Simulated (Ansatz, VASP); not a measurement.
**Cross-check of Sc between VASP and Ansatz**

Aim: how closely do two programs agree when they are given the same cell, functional and k mesh? The cell is taken from a series of runs on this material, whose earlier steps may have relaxed, scaled, displaced or heated it; both programs get it as it stands.

Method: plane waves, with VASP 6.6.1 beside it; PBEsol, in Ansatz 0.2.0.

## 1. Set-up

It takes space group P6_3/mmc (No. 194, hexagonal). Conventional cell: a = 3.310 Å, b = 3.310 Å, c = 5.053 Å, α = 90.00°, β = 90.00°, γ = 120.00°. Sc has 12 Sc at 3.17 to 3.31 Å nearest.

Coordinates:

```xyz
2
Lattice="3.3105 0.0000 0.0000 -1.6552 2.8669 0.0000 0.0000 0.0000 5.0529" Properties=species:S:1:pos:R:3 pbc="T T T"
Sc    0.0000    1.9113    1.2632
Sc    1.6552    0.9556    3.7897
```

## 2. VASP: zone-centre phonons, PBEsol, pair 1

Second derivatives magnify differences that forces hide, and they need a tight electronic threshold.

Lines of VASP's logs that name or quote its potential files are left out, and so is its time.

File INCAR:

```
SYSTEM = Sc
PREC = Accurate
ENCUT = 500
EDIFF = 1E-08
NELM = 120
ISMEAR = 1
SIGMA = 0.2
LREAL = .FALSE.
ALGO = Normal
GGA = PS
NBANDS = 17
LASPH = .TRUE.
LORBIT = 11
LWAVE = .FALSE.
LCHARG = .FALSE.
ISIF = 2
IBRION = 8
GGA_COMPAT = .FALSE.
KPAR = 2
```

File POSCAR:

```
Sc
1.0
    3.3104567779      0.0000000000      0.0000000000
   -1.6552283889      2.8669396678      0.0000000000
    0.0000000000      0.0000000000      5.0529052229
Sc
2
Direct
    0.3333333333      0.6666666667      0.2500000000
    0.6666666667      0.3333333333      0.7500000000
```

File KPOINTS:

```
Automatic mesh
0
Gamma
15 15 8
0 0 0
```

PAW data sets: Sc_sv (PBE family, release 64).

Command:

```console
$ mpirun -np 2 vasp_std
```

Numbers of over 12 decimals in the logs are rounded to 6 here.

Output:

```text
[banner, memory and clock lines left out]
running    2 mpi-ranks, on    1 nodes
 distrk:  each k-point on    1 cores,    2 groups
 distr:  one band on    1 cores,    1 groups

 POSCAR found type information on POSCAR Sc
 POSCAR found :  1 types and       2 ions
|                                                                             |
|               ----> ADVICE to this user running VASP <----                  |
|                                                                             |
|     You enforced a specific xc type in the INCAR file but a different       |
|     [... a line on the potential file left out ...]
|     I HOPE YOU KNOW WHAT YOU ARE DOING!                                     |
|                                                                             |

 LDA part: xc-table for (Slater+PW92), standard interpolation
 POSCAR, INCAR and KPOINTS ok, starting setup
 FFT: planning ... GRIDC
 FFT: planning ... GRID_SOFT
 FFT: planning ... GRID
 WAVECAR not read
 entering main loop
       N       E                     dE             d eps       ncg     rms          rms(c)
DAV:   1     0.355296853304E+03    0.35530E+03   -0.10905E+04  4598   0.134E+03
DAV:   2     0.586517743084E+01   -0.34943E+03   -0.34333E+03  5790   0.570E+02
DAV:   3    -0.143742911234E+02   -0.20239E+02   -0.19486E+02  7557   0.160E+02
DAV:   4    -0.147130526729E+02   -0.33876E+00   -0.33561E+00  6550   0.200E+01
DAV:   5    -0.147178365523E+02   -0.47839E-02   -0.47742E-02  7841   0.238E+00    0.815E+00
DAV:   6    -0.133951383504E+02    0.13227E+01   -0.30005E+00  5902   0.202E+01    0.241E+00
DAV:   7    -0.132210627963E+02    0.17408E+00   -0.75887E-01  6091   0.923E+00    0.847E-01
DAV:   8    -0.132094778412E+02    0.11585E-01   -0.29779E-02  6258   0.232E+00    0.251E-01
DAV:   9    -0.132079635113E+02    0.15143E-02   -0.80227E-03  6433   0.977E-01    0.185E-02
DAV:  10    -0.132079811266E+02   -0.17615E-04   -0.10162E-04  7227   0.143E-01    0.757E-03
DAV:  11    -0.132079786641E+02    0.24625E-05   -0.29107E-06  7306   0.207E-02    0.202E-03
DAV:  12    -0.132079799579E+02   -0.12939E-05   -0.39183E-07  7926   0.658E-03    0.946E-04
DAV:  13    -0.132079797038E+02    0.25419E-06   -0.26190E-08  5153   0.181E-03    0.789E-05
DAV:  14    -0.132079797045E+02   -0.70895E-09   -0.16416E-09  3712   0.959E-04
   1 F= -.13207980E+02 E0= -.13206606E+02  d E =-.412160E-02
 Linear response reoptimize wavefunctions to high precision
DAV:   1    -0.132079797157E+02   -0.11223E-07   -0.64594E-10  4070   0.451E-04
DAV:   2    -0.132079797157E+02   -0.17735E-10   -0.28682E-10  3449   0.409E-04
 Linear response DOF=           2
 Linear response progress:
  Degree of freedom:   1/  2
       N       E                     dE             d eps       ncg     rms          rms(c)
RMM:   1    -0.744996788352E+00   -0.74500E+00   -0.65966E+01 19343   0.216E+02
RMM:   2    -0.741721467288E+00    0.32753E-02   -0.13957E-01 28014   0.450E+00    0.118E-01
RMM:   3    -0.741190779369E+00    0.53069E-03   -0.14320E-02 33003   0.106E+00    0.390E-02
RMM:   4    -0.740343402983E+00    0.84738E-03   -0.14580E-03 37546   0.279E-01    0.198E-02
RMM:   5    -0.740078920725E+00    0.26448E-03   -0.15559E-04 40567   0.937E-02    0.730E-03
RMM:   6    -0.740117834196E+00   -0.38913E-04   -0.20764E-05 36787   0.328E-02    0.509E-03
RMM:   7    -0.740197162242E+00   -0.79328E-04   -0.65121E-06 37391   0.224E-02    0.237E-03
RMM:   8    -0.740326365903E+00   -0.12920E-03   -0.34006E-06 40571   0.116E-02    0.105E-03
RMM:   9    -0.740282975369E+00    0.43391E-04   -0.23652E-06 39057   0.760E-03    0.167E-04
RMM:  10    -0.740288721502E+00   -0.57461E-05   -0.20292E-06 39215   0.641E-03    0.301E-05
RMM:  11    -0.740288775841E+00   -0.54339E-07   -0.19181E-06 39074   0.601E-03    0.313E-05
RMM:  12    -0.740289485415E+00   -0.70957E-06   -0.15069E-06 39901   0.588E-03    0.138E-05
RMM:  13    -0.740289896246E+00   -0.41083E-06   -0.11752E-06 40194   0.580E-03    0.608E-06
RMM:  14    -0.740289987483E+00   -0.91236E-07   -0.98941E-07 41534   0.578E-03    0.215E-06
[...]
RMM:  24    -0.740290010487E+00    0.52482E-08   -0.38284E-07 47379   0.575E-03    0.161E-06
RMM:  25    -0.740290007732E+00    0.27549E-08   -0.37414E-07 47973   0.575E-03    0.182E-06
RMM:  26    -0.740290016811E+00   -0.90790E-08   -0.37096E-07 48286   0.575E-03    0.295E-07
RMM:  27    -0.740290019598E+00   -0.27865E-08   -0.36516E-07 48828   0.575E-03    0.461E-07
RMM:  28    -0.740290018924E+00    0.67392E-09   -0.36707E-07 48727   0.575E-03    0.538E-07
RMM:  29    -0.740290019790E+00   -0.86647E-09   -0.36425E-07 49164   0.576E-03    0.619E-07
RMM:  30    -0.740290019730E+00    0.60762E-10   -0.36662E-07 49251   0.576E-03    0.575E-07
RMM:  31    -0.740290019720E+00    0.98018E-11   -0.36554E-07 49686   0.576E-03    0.538E-07
 first order change of Fermi-energy   0.21343E-04
 force on displaced ion       1 direction 1 :  -1.587  -0.000   0.000
 Linear response progress:
  Degree of freedom:   2/  2
       N       E                     dE             d eps       ncg     rms          rms(c)
RMM:   1    -0.806737795772E+00   -0.80674E+00   -0.66443E+01  6612   0.218E+02
RMM:   2    -0.804686576088E+00    0.20512E-02   -0.14760E-01  9648   0.455E+00    0.135E-01
RMM:   3    -0.805077839191E+00   -0.39126E-03   -0.11761E-02 11193   0.101E+00    0.488E-02
RMM:   4    -0.804028160071E+00    0.10497E-02   -0.14582E-03 12117   0.294E-01    0.157E-02
RMM:   5    -0.803876186995E+00    0.15197E-03   -0.17900E-04 14160   0.845E-02    0.113E-02
RMM:   6    -0.803852597242E+00    0.23590E-04   -0.24961E-05 12115   0.344E-02    0.751E-03
RMM:   7    -0.803827259871E+00    0.25337E-04   -0.11431E-05 13575   0.261E-02    0.188E-03
RMM:   8    -0.803841739472E+00   -0.14480E-04   -0.66442E-06 13063   0.136E-02    0.961E-04
RMM:   9    -0.803853434464E+00   -0.11695E-04   -0.38735E-06 13282   0.895E-03    0.264E-04
RMM:  10    -0.803856962771E+00   -0.35283E-05   -0.21656E-06 13606   0.629E-03    0.200E-04
RMM:  11    -0.803867058474E+00   -0.10096E-04   -0.15254E-06 12616   0.611E-03    0.103E-04
RMM:  12    -0.803865445441E+00    0.16130E-05   -0.92557E-07 13606   0.576E-03    0.375E-05
RMM:  13    -0.803864844202E+00    0.60124E-06   -0.66932E-07 13428   0.581E-03    0.111E-05
RMM:  14    -0.803865062740E+00   -0.21854E-06   -0.43576E-07 14400   0.576E-03    0.688E-06
[...]
RMM:  18    -0.803865176733E+00    0.46289E-08   -0.47451E-07 15281   0.581E-03    0.949E-07
RMM:  19    -0.803865190252E+00   -0.13518E-07   -0.62635E-07 15239   0.584E-03    0.494E-07
RMM:  20    -0.803865194788E+00   -0.45361E-08   -0.60470E-07 15532   0.582E-03    0.664E-07
RMM:  21    -0.803865198499E+00   -0.37115E-08   -0.61058E-07 15487   0.584E-03    0.659E-07
RMM:  22    -0.803865200288E+00   -0.17887E-08   -0.62348E-07 15707   0.583E-03    0.823E-07
RMM:  23    -0.803865201752E+00   -0.14635E-08   -0.60105E-07 15753   0.584E-03    0.880E-07
RMM:  24    -0.803865202530E+00   -0.77819E-09   -0.60750E-07 16015   0.583E-03    0.929E-07
RMM:  25    -0.803865202207E+00    0.32291E-09   -0.59322E-07 16019   0.584E-03    0.922E-07
 first order change of Fermi-energy   0.10149E-03
 force on displaced ion       1 direction 3 :  -0.000   0.000  -4.721
 Linear response finished
```

Parts of OUTCAR (step 2):

```text
ion  position               nearest neighbor table
   1  0.333  0.667  0.250-   2 3.17   2 3.17   2 3.17   2 3.17   2 3.17   2 3.17
   2  0.667  0.333  0.750-   1 3.17   1 3.17   1 3.17   1 3.17   1 3.17   1 3.17

  LATTYP: Found a hexagonal cell.
 ALAT       =     3.3104567779
 C/A-ratio  =     1.5263468343

 Subroutine GETGRP returns: Found 24 space group operations
 (whereof 12 operations were pure point group operations)

The static configuration has the point symmetry D_3d.
 The point group associated with its full space group is D_6h.

 Found    135 irreducible k-points:

   k-points           NKPTS =    135   k-points in BZ     NKDIM =    135   number of bands    NBANDS=     17

   dimension x,y,z NGX =    24 NGY =   24 NGZ =   40
   dimension x,y,z NGXF=    48 NGYF=   48 NGZF=   80

   ENCUT  =  500.0 eV  36.75 Ry    6.06 a.u.   6.04  6.04  9.21*2*pi/ulx,y,z

   NELECT =      22.0000    total number of electrons

 k-points in reciprocal lattice and weights: Automatic mesh
   0.00000000  0.00000000  0.00000000       0.001
   0.06666667 -0.00000000  0.00000000       0.003
   0.13333333  0.00000000  0.00000000       0.003
   0.20000000  0.00000000  0.00000000       0.003
   0.26666667  0.00000000  0.00000000       0.003
   0.33333333  0.00000000  0.00000000       0.003
   0.40000000  0.00000000  0.00000000       0.003
   0.46666667  0.00000000  0.00000000       0.003
   0.06666667  0.06666667  0.00000000       0.003
[...]
0.33333333  0.26666667  0.50000000       0.007
   0.33333333  0.33333333  0.50000000       0.001

 average (electrostatic) potential at core
       1 -46.8522       2 -46.8522

  Total       -0.3782572     -0.3782572     -0.0002263     -0.0000000     -0.0000000     -0.0000000
  in kB      -12.6371783    -12.6371783     -0.0075590     -0.0000000     -0.0000000     -0.0000000
  external PRESSURE =      -8.4273052 kB  Pullay stress =       0.0000000 kB

  energy-cutoff  :      500.00
  volume of cell :       47.96
      direct lattice vectors                 reciprocal lattice vectors
     3.310456778  0.000000000  0.000000000     0.302073118  0.174401996  0.000000000
    -1.655228389  2.866939668  0.000000000     0.000000000  0.348803992  0.000000000
     0.000000000  0.000000000  5.052905223     0.000000000  0.000000000  0.197905948

 POSITION                                       TOTAL-FORCE (eV/Angst)
 -----------------------------------------------------------------------------------
     -0.00000      1.91129      1.26323        -0.000000      0.000000      0.000000
      1.65523      0.95565      3.78968         0.000000     -0.000000      0.000000
 -----------------------------------------------------------------------------------
    total drift:                               -0.000000      0.000000     -0.000000

 Eigenvectors and eigenvalues of the dynamical matrix
 ----------------------------------------------------

   1 f  =    7.164532 THz    45.016085 2PiTHz  238.983079 cm-1    29.630112 meV
             X         Y         Z           dx          dy          dz
     -0.000000  1.911293  1.263226     0.000000    0.000000   -0.707107
      1.655228  0.955647  3.789679    -0.000000    0.000000    0.707107

   2 f  =    4.153553 THz    26.097542 2PiTHz  138.547609 cm-1    17.177707 meV
             X         Y         Z           dx          dy          dz
     -0.000000  1.911293  1.263226     0.457651    0.539032    0.000000
      1.655228  0.955647  3.789679    -0.457651   -0.539032    0.000000

   3 f  =    4.153553 THz    26.097542 2PiTHz  138.547609 cm-1    17.177707 meV
             X         Y         Z           dx          dy          dz
     -0.000000  1.911293  1.263226    -0.539032    0.457651   -0.000000
      1.655228  0.955647  3.789679     0.539032   -0.457651    0.000000

   4 f  =    0.000000 THz     0.000000 2PiTHz    0.000002 cm-1     0.000000 meV
             X         Y         Z           dx          dy          dz
     -0.000000  1.911293  1.263226    -0.286385    0.646516    0.000000
      1.655228  0.955647  3.789679    -0.286385    0.646516    0.000000

   5 f  =    0.000000 THz     0.000000 2PiTHz    0.000000 cm-1     0.000000 meV
             X         Y         Z           dx          dy          dz
     -0.000000  1.911293  1.263226    -0.000000    0.000000    0.707107
      1.655228  0.955647  3.789679     0.000000    0.000000    0.707107

   6 f/i=    0.000000 THz     0.000000 2PiTHz    0.000001 cm-1     0.000000 meV
             X         Y         Z           dx          dy          dz
     -0.000000  1.911293  1.263226    -0.646516   -0.286385    0.000000
      1.655228  0.955647  3.789679    -0.646516   -0.286385    0.000000

 ELASTIC MODULI CONTR FROM IONIC RELAXATION (kBar)
 Direction    XX          YY          ZZ          XY          YZ          ZX
 --------------------------------------------------------------------------------
 XX         -74.0694     74.0694      0.0000     -0.0000      0.0000      0.0000
 YY          74.0694    -74.0694     -0.0000     -0.0000      0.0000      0.0000
 ZZ           0.0000     -0.0000     -0.0000     -0.0000     -0.0000      0.0000
 XY          -0.0000     -0.0000     -0.0000    -74.0694      0.0000      0.0000
 YZ           0.0000      0.0000     -0.0000      0.0000     -0.0000      0.0000
 ZX           0.0000      0.0000      0.0000      0.0000      0.0000      0.0000
 --------------------------------------------------------------------------------
```

## 3. Ansatz: zone-centre phonons, PBEsol, pair 1

Ansatz runs on its PAW soft_1 files.

The same cell, functional, mesh and smearing now go to Ansatz, which takes its cutoff from its data sets.

File input.yaml:

```yaml
crystal:
  lattice:
    - [3.3104567779, 0.0, 0.0]
    - [-1.6552283889, 2.8669396678, 0.0]
    - [0.0, 0.0, 5.0529052229]
  atoms:
    - { symbol: Sc, position: [0.3333333333, 0.6666666667, 0.25] }
    - { symbol: Sc, position: [0.6666666667, 0.3333333333, 0.75] }
kpoints:
  mp_grid: { grid: [15, 15, 8] }
hamiltonian:
  xc: pbesol
  pseudopotentials: { kind: paw, azcp: { folder: soft_1 }, xc_functional: pbe }
scf:
  occupations: { method: methfessel_paxton, width: 0.2 }
output:
  eigenvalues: true
phonons:
  method: dfpt
```

Command:

```console
$ ansatz run input.yaml --threads 4 --pin off --max-ram 10240MiB --backend cpu --events-out ev --progress --plain --runs-dir out
```

Output:

```text
zone centre: on kpoints.mp_grid the ground state, and the responses unless they are solved on pairs of k-points, stand on 320 of the mesh's 1800 k-points, reduced under 4 symmetry operations, with k and −k counted as one. Each operation leaves every solved displacement unchanged or reverses it
Engine: ansatz 0.2.0, x86_64-unknown-linux-gnu
Pseudopotentials: kind: paw
Pseudopotential: Sc, paw, valence charge 11, recommended cutoff 420 eV (normal), soft_1/Sc.paw.azcp
Functional definition: PBEsol
  exchange = pbesol_x
  correlation = pbesol_c
Crystal: 2 atoms, lattice volume = 47.957 Å³
Basis set: ecut = 420 eV, 953 PW (Γ), exchange–correlation on 48×48×72 points (8 copies of the dense FFT grid, shifted against one another)
Bands: 15, of which v1, the nominal top of the filled ones, is band 11 counted from 1 (10 counted from 0)
Symmetry: 24 space group operations
k-points: 320 of 1800 (irreducible under 4 space group operations, time reversal used)
Non-local potential: Sc, projectors of the file, l = 0: 3, l = 1: 2, l = 2: 3, l = 3: 1
PAW form: soft (Blöchl's): semilocal exchange-correlation on the pseudo side does not see the compensation charge
PAW frozen core: Sc, regenerated for the run's functional, and the local potential with it (the file was generated under x = pbe(κ = 0.804, μ = 0.219515), c = pbe(β = 0.066725))
PAW one-centre angular grid: Sc, 590 points (default); XC on 64 Gauss nodes
Initial density: superposition of atomic densities (chi_scale 0.1, normalization cell)
Initial wavefunctions: pseudopotential atomic-orbital guess
Functional: x = pbesol(κ = 0.804, μ = 0.123457), c = pbesol(β = 0.046)
SCF iter   1: F=—  HF=-4222.884842 eV  |F-HF|=—  |Δ(HF+E_count)|=         —  Δρ=2.57e-2  dr2=4.08e-1  ethr=3.10e-3  ⟨swp⟩=3.1  Hψ=17479  notcnv=0
preconditioner: auto → none  [metal: Δε(μ)=0.007 eV  Ē_g=2.725 eV  σ=0.200 eV  W_gap=0.03  n_scr=8 (ndim 8)  ℏωp=13.1 eV  f_vac=0.000  D(μ)=3.96/eV (n_scr^D=42)  sad-step TF]
SCF iter   2: F=—  HF=-4222.786522 eV  |F-HF|=—  |Δ(HF+E_count)|=   9.83e-2  S|Δr|=    0.00e0  Δρ=1.46e-2  dr2=1.43e-1  ethr=1.86e-3  ⟨swp⟩=2.0  Hψ=8383  notcnv=0  defer=3
SCF iter   3: F=—  HF=-4222.739121 eV  |F-HF|=—  |Δ(HF+E_count)|=   4.74e-2  S|Δr|=    0.00e0  Δρ=1.08e-3  dr2=3.22e-4  ethr=6.50e-4  ⟨swp⟩=3.0  Hψ=9095  notcnv=0  defer=3
SCF iter   4: F=—  HF=-4222.739435 eV  |F-HF|=—  |Δ(HF+E_count)|=   3.14e-4  S|Δr|=    0.00e0  Δρ=7.08e-5  dr2=1.13e-6  ethr=1.47e-6  ⟨swp⟩=2.5  Hψ=8457  notcnv=0  defer=3
SCF iter   5: F=—  HF=-4222.739441 eV  |F-HF|=—  |Δ(HF+E_count)|=   6.34e-6  S|Δr|=    0.00e0  Δρ=1.75e-5  dr2=1.37e-7  ethr=5.16e-9  ⟨swp⟩=2.8  Hψ=8802  notcnv=0  defer=3
SCF iter   6: F=—  HF=-4222.739441 eV  |F-HF|=—  |Δ(HF+E_count)|=   4.90e-8  S|Δr|=    0.00e0  Δρ=1.15e-6  dr2=3.71e-10  ethr=6.23e-10  ⟨swp⟩=2.5  Hψ=8285  notcnv=0  defer=3
SCF iter   7: F=—  HF=-4222.739441 eV  |F-HF|=—  |Δ(HF+E_count)|=  1.58e-10  S|Δr|=    0.00e0  Δρ=3.78e-7  dr2=6.76e-11  ethr=1.00e-12  ⟨swp⟩=5.0  Hψ=18266  notcnv=0
SCF iter   8: F=-4222.739441 eV  HF=-4222.739441 eV  |F-HF|=9.09e-13  |Δ(HF+E_count)|=  1.91e-11  S|Δr|=    0.00e0  Δρ=2.63e-8  dr2=2.63e-13  ethr=1.00e-12  ⟨swp⟩=3.3  Hψ=18780  notcnv=0
SCF 1 converged in 8 iterations: F = -4222.739441 eV  dr2 = 2.63e-13
  greatest PAW one-centre occupation: 0.998 electrons in one spin orbital (limit 2), on the Sc atom at site 1 (counted from 0), in its partial waves of l = 0
DFPT response loops at Γ: preconditioner auto → Kerker (q_TF=auto, 2.396 Å⁻¹) (partly filled bands, converged f_vac=0.000); β = 1.00, the filter's whole step (`scf.mixing.beta` (0.50) is not read by the response loops under this deck's `scf.mixing.preconditioner`; to damp them name `kerker` or `kerker_dos`, under which they read `scf.mixing.beta`, and type it under 1.00, their step now; both keys bind the ground state too); Broyden in place of MSR1
SCF converged after 8 iterations
Stability not checked: this state was not tested for a lower state beside it, because cold or Methfessel-Paxton smearing, or corrected tetrahedra, fill the levels in a way that the test cannot read (fill_not_monotonic; see scf.lower_state_search)
Free energy (F): -4222.739441 eV
Harris-Foulkes:  -4222.739441 eV  (|F-HF|=9.09e-13)
Internal energy: -4222.735262 eV  (E = F + TS)
E sigma→0 (E₀):  -4222.738396 eV
Entropy (-TS):   -0.004179 eV (-2.090 meV/atom)
Fermi energy:    9.322070 eV
Step filling:    the computed levels leave a gap of 0.0000 eV = 0.0 smearing widths at the electron count; against every level under it full and every level over it empty, smearing changes F+E_penalty+E_count by -0.425 meV and its σ→0 estimate by +0.620 meV
--- Per-component energies (eV) ---
  E_band       = -332.588655
  E_kinetic    = 412.951748
  E_local      = -1674.749587  (includes V_loc(G=0)·N_el)
  E_nonlocal   = 288.702929
  E_hartree    = 597.383913
  E_xc         = -168.889853
  E_vxc        = -208.453867  (∫ρ·V_xc dr)
  E_paw        = -1934.374328  (= ΣΔE_a)
  E_vpaw       = -345.807808  (= ΣTr[D̂ρ^β])
  E_aug_tail   = 0.000080  (compensation charges beyond the density's cutoff)
  E_ewald      = -1744.018215
  E_core_change = 0.258050  (= ΣΔE_core)
  E_smearing   = -0.004179  (= −TS)
  E_closure    = -0.000000  (closes the sum)
  Σ components = -4222.739441   (vs F -4222.739441, Δ=0.00e0)
--- Band table (eV; the first three rows and the last of 320) ---
  k-point 0: bands = [... 7 lower, -18.2554, 4.1529, 7.6803, 10.1633, 10.9273, 10.9273, 11.3331, 11.4273]
  k-point 1: bands = [... 7 lower, -18.2754, 4.2648, 7.5499, 10.0857, 10.8559, 10.8559, 11.2562, 11.3489]
  k-point 2: bands = [... 7 lower, -18.3107, 4.5923, 7.1357, 10.0156, 10.7608, 10.7608, 11.0402, 11.1647]
  k-point 319: bands = [... 7 lower, -18.3473, 7.9340, 7.9340, 9.4762, 9.4762, 10.1065, 10.1065, 11.6113]
--- Phonons (Γ-DFPT): 2 representative perturbations + reference, on 320 of 1800 k-points (Σ response iterations 6) ---
  k mesh reduced under 4 symmetry operations, with k and −k counted as one. Each operation leaves every solved displacement unchanged or reverses it
  ASR residual: 2.353e-5 → 0.000e0 eV/Å²; symmetrization residual: 2.359e-10 eV/Å²
  ASR residual per site (eV/Å²): 2.35e-5 2.35e-5
  Γ frequencies (cm⁻¹): 0.00 0.00 0.00 137.35 137.35 238.30
  non-analytic LO–TO correction: not included (Born effective charges unavailable; polar crystals: no LO–TO splitting at Γ)
```

[end of part 1 of 2]

[Lines on the potential files, build, host, timing and source positions are cut from VASP's logs without a mark.]

[Logs are printed without paths, hosts, clocks, repeated set-up lines and the standing remarks that a program may print on its own settings, such as how far it seeks lower states.]

[Hosts, paths, dates, database ids (printed as entryN), source tags and the programs' standing remarks are cut or masked in the printed files.]
